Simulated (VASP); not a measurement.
Method: PBE GGA, VASP's PBE PAW potentials (set 64) (plane waves; VASP).

VASP input:

File KPOINTS:
```
Automatic
0
gamma
 9 9 5
0 0 0
```

### POSCAR
```
Gd
1
    1.8513000000    -3.2065450000     0.0000000000
    1.8513000000     3.2065450000     0.0000000000
    0.0000000000     0.0000000000     5.8956000000
Gd
2
Direct
  0.3333330000   0.6666670000   0.2500000000
  0.6666670000   0.3333330000   0.7500000000
```

INCAR:
```
ALGO  =  Normal
EDIFF  =  1E-6
ENCUT  =  400
GGA  =  PE
ISIF  =  2
ISMEAR  =  1
LASPH  =  .TRUE.
LCHARG  =  .FALSE.
LMAXMIX  =  6
LREAL  =  .FALSE.
LWAVE  =  .FALSE.
NELM  =  100
PREC  =  Accurate
SIGMA  =  0.1
SYSTEM  =  Gd
```

POTCAR, in this order: Gd_3 (PBE.64 set). Program: vasp_std.

Output of the run:

OSZICAR:
```
       N       E                     dE             d eps       ncg     rms          rms(c)
DAV:   1     0.347641915902E+02    0.34764E+02   -0.77626E+03   936   0.998E+02
DAV:   2    -0.744338011335E+01   -0.42208E+02   -0.41095E+02  1031   0.208E+02
DAV:   3    -0.909906534493E+01   -0.16557E+01   -0.15813E+01  1267   0.261E+01
DAV:   4    -0.912965450564E+01   -0.30589E-01   -0.30504E-01  1166   0.384E+00
DAV:   5    -0.913062162705E+01   -0.96712E-03   -0.96702E-03  1427   0.504E-01    0.214E+01
DAV:   6    -0.912960080413E+01    0.10208E-02   -0.22695E-02  1091   0.119E+00    0.128E+01
DAV:   7    -0.913694862375E+01   -0.73478E-02   -0.41021E-02  1036   0.160E+00    0.207E-01
DAV:   8    -0.913660912440E+01    0.33950E-03   -0.22634E-03  1111   0.351E-01    0.532E-02
DAV:   9    -0.913662093962E+01   -0.11815E-04   -0.19900E-04  1244   0.103E-01    0.348E-02
DAV:  10    -0.913661581021E+01    0.51294E-05   -0.32778E-05  1170   0.398E-02    0.466E-02
DAV:  11    -0.913661739362E+01   -0.15834E-05   -0.57893E-06  1106   0.167E-02    0.176E-03
DAV:  12    -0.913661761000E+01   -0.21637E-06   -0.30759E-07   623   0.430E-03
   1 F= -.91366176E+01 E0= -.91380531E+01  d E =0.430651E-02
```

OUTCAR:
```
------------------------ aborting loop because EDIFF is reached ----------------------------------------
  FORCE on cell =-STRESS in cart. coord.  units (eV):
  Direction    XX          YY          ZZ          XY          YZ          ZX
  --------------------------------------------------------------------------------------
  Total       -0.9081607     -0.9081603     -1.2057398      0.0000000      0.0000000      0.0000000
  in kB      -20.7874465    -20.7874379    -27.5989166      0.0000000      0.0000000      0.0000000
  external PRESSURE =     -23.0579337 kB  Pullay stress =       0.0000000 kB
  volume of cell :       70.00
      direct lattice vectors                 reciprocal lattice vectors
     1.851300000 -3.206545000  0.000000000     0.270080484 -0.155931072  0.000000000
     1.851300000  3.206545000  0.000000000     0.270080484  0.155931072  0.000000000
     0.000000000  0.000000000  5.895600000     0.000000000  0.000000000  0.169618020
 POSITION                                       TOTAL-FORCE (eV/Angst)
 -----------------------------------------------------------------------------------
      1.85130      1.06885      1.47390        -0.000000      0.000000      0.000000
      1.85130     -1.06885      4.42170         0.000000     -0.000000      0.000000
 -----------------------------------------------------------------------------------
    total drift:                                0.000000      0.000120     -0.000011
  FREE ENERGIE OF THE ION-ELECTRON SYSTEM (eV)
  ---------------------------------------------------
  free  energy   TOTEN  =        -9.1366176100 eV

  energy  without entropy=       -9.1409241193  energy(sigma->0) =       -9.13805311
```
(Selected blocks of OUTCAR.)

The 4f electrons are frozen in the core of the lanthanide potential, so 4f levels, which can set the real gap, and their magnetism are missing.

The compound is Gd in the hcp structure. The cell was not relaxed at this level.
